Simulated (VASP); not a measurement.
Consider the following.

```
ZrSi2
1.0
    1.83431    -7.28136     0.00000
    1.83431     7.28136     0.00000
    0.00000     0.00000     3.66587
Zr Si
2 4
Direct
  0.60464   0.39536   0.25000
  0.39536   0.60464   0.75000
  0.94599   0.05401   0.25000
  0.05401   0.94599   0.75000
  0.25009   0.74991   0.25000
  0.74991   0.25009   0.75000
```

These are PBEsol GGA, VASP's PBE PAW potentials (set 64) (plane waves; VASP 6.6.1) values and carry that method's errors. Run with 400 eV cut-off, 10×10×9 Γ-centred mesh, tetrahedra with Blöchl corrections, potentials Zr_sv Si.

The cores are frozen, which limits the accuracy of field gradients.

Q: Give the principal components of the electric field gradient (V/Å²) and the asymmetry η at each nucleus.

A: 
| atom | Vxx | Vyy | Vzz | η |
|---|---|---|---|---|
| Zr1 | -4.6 | -4.3 | 8.9 | 0.03 |
| Zr2 | -4.6 | -4.3 | 8.9 | 0.03 |
| Si3 | -28.0 | -11.2 | 39.2 | 0.43 |
| Si4 | -28.0 | -11.2 | 39.2 | 0.43 |
| Si5 | 21.2 | 19.3 | -40.5 | 0.05 |
| Si6 | 21.2 | 19.3 | -40.5 | 0.05 |

The compound is ZrSi2 in the sg63 structure. It was relaxed first.
